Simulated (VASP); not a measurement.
An input for Ansatz (written as the equivalent of a VASP run, and not itself run):

Ansatz 0.2 input:
```yaml
crystal:
  lattice:
    - [0.0000000, 3.2024412, 3.2024412]
    - [3.2024412, 0.0000000, 3.2024412]
    - [3.2024412, 3.2024412, 0.0000000]
  atoms:
    - { symbol: Cd, position: [1.0000000, 0.0000000, 0.0000000] }
    - { symbol: Te, position: [0.2500000, 0.2500000, 0.2500000] }
kpoints:
  mp_grid: { grid: [7, 7, 7] }
hamiltonian:
  xc: lda
  pseudopotentials: { kind: paw }
scf:
  occupations: { method: gaussian, width: 0.05 }
  max_iter: 100
relax:
  max_steps: 30
  f_tol: 0.001
output: { forces: true, stress: true, eigenvalues: true }
```

Task: Write the VASP files for the same calculation (LDA).

Result: One answer among several that fit: 
File KPOINTS:
```
Automatic mesh
0
Gamma
7 7 7
0 0 0
```

### INCAR
```
SYSTEM = CdTe
PREC = Accurate
ENCUT = 400
EDIFF = 1E-8
NELM = 100
ALGO = Normal
LREAL = .FALSE.
LASPH = .TRUE.
ISMEAR = 0
SIGMA = 0.05
LMAXMIX = 4
LWAVE = .FALSE.
LCHARG = .FALSE.
IBRION = 1
ISIF = 2
NSW = 30
EDIFFG = -0.001
```

POSCAR:
```
CdTe
1.0
  0.0000000000   3.2024412471   3.2024412471
  3.2024412471   0.0000000000   3.2024412471
  3.2024412471   3.2024412471   0.0000000000
Cd Te
1 1
Cartesian
  0.0000000000   3.2024412471   3.2024412471
  1.6012206235   1.6012206235   1.6012206235
```

POTCAR, in this order: Cd Te (LDA.64 set). Program: vasp_std.

The two are equivalent in intent, not identical: each code has its own PAW files, so the cut-off isn't converted (ENCUT is set for VASP's; basis.ecutwfc is left out, and Ansatz then takes the one that its files recommend); Ansatz stops its SCF on the density residual and VASP on the energy change (EDIFF); Ansatz's lda is the Perdew-Wang form, while the LDA potentials of VASP carry Perdew-Zunger's.

The structure comes from a computed database's CdTe entry (F-43m); how it stands against other phases isn't given here. It was relaxed first, which changed the volume by -7 %. The start is the result of an earlier pass.
